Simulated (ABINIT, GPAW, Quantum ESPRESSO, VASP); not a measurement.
# Rb₂Te (Fm-3m, 3 atoms in the cell) computed with different codes at matched settings

Self-consistent single point, at a second geometry (lattice scaled by 0.98). First geometry:

```
Rb2Te
1.0
    0.00000     4.28111     4.28111
    4.28111     0.00000     4.28111
    4.28111     4.28111     0.00000
Rb Te
2 1
Direct
  0.25000   0.25000   0.25000
  0.75000   0.75000   0.75000
  0.00000   0.00000   0.00000
```

Shared settings, as Quantum ESPRESSO writes them: occupations = smearing; smearing = fermi-dirac; degauss = 0.00147 Ry; K_POINTS = automatic 6 6 6 0 0 0. Potentials and cutoffs stand in the table.

| code | model | ΔF from the first geometry (meV/atom) | pressure (GPa) | gap on the mesh (eV) | cutoff |
|---|---|---|---|---|---|
| GPAW | LDA (Perdew-Wang 92), GPAW PAW datasets LDA (gpaw-data 1.0.1) | -18.2 | -0.62 | 1.745 | 550 eV |
| VASP | LDA (PZ), VASP's LDA PAW potentials (set 64) | – | – | 1.754 | 300 eV |
| ABINIT | LDA (PW92), norm-conserving pseudopotentials (PseudoDojo nc-sr-04 LDA standard) | -18.5 | -0.63 | 1.739 | 1116 eV |
| Quantum ESPRESSO | LDA (PZ), GBRV 1.5 ultrasoft (LDA) pseudopotentials | -18.6 | -0.64 | 1.739 | 40 Ry |

A dash marks a value that a program does not give, or that is left out as unsure.

Gaps are read on the mesh.

On GPAW's run: spin-orbit coupling is off.

The spread over the programs that give each value: ΔF from the first geometry within 0.4 meV/atom; pressure within 0.02 GPa; gap on the mesh within 0.015 eV.

The same LDA comes in different parametrisations, which differ slightly.

VASP's run is marked for a possible Pulay error in its stress at this cutoff; no cutoff test was made.

The starting cell comes from a database of computed structures (which also holds hypothetical and non-ambient phases and stackings), without a prior relaxation at this level. For this run, on top of that: lattice scaled by 0.98.

Left out of this page: Ansatz, Elk, FLEUR and SIESTA (not drawn, or without a comparable value).
